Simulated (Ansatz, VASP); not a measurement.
**One calculation of BAu, two programs**

```
B Au
1.0
     0.00000    2.35501    2.35501
     2.35501    0.00000    2.35501
     2.35501    2.35501    0.00000
B Au
1 1
Cartesian
  0.0000 0.0000 0.0000
  2.3550 2.3550 2.3550
```

Alike in both runs: task relaxation of cell and atoms; functional PBE; k mesh 20 × 20 × 20; occupations gaussian, width 0.1 eV; no spin polarisation.

```csv
,VASP,Ansatz
version,VASP 6.6.1,Ansatz 0.2.0
potentials or method,"VASP PAW PBE potentials, release 64 (B, Au)","scalar-relativistic, plane waves, PAW"
plane-wave cutoff (eV),600,420
valence electrons in the cell,14,22
```

Ansatz gave:

```
gap on the k mesh at the Fermi level, each at its own relaxed structure (eV) : none
relaxed volume (Å³/atom)                                                     : 12.98
relaxed cell length with the largest relative difference (Å)                 : 3.324
```

Q: Which values does VASP return?

A: gap on the k mesh at the Fermi level, each at its own relaxed structure (eV): none; relaxed volume (Å³/atom): 12.96; relaxed cell length with the largest relative difference (Å): 3.322.

A gap of «none» marks a metal or a gap that the smearing closes. The two sets of potentials don't hold the same shells in valence.

Spin-orbit coupling is left out, which matters for the levels of Au.
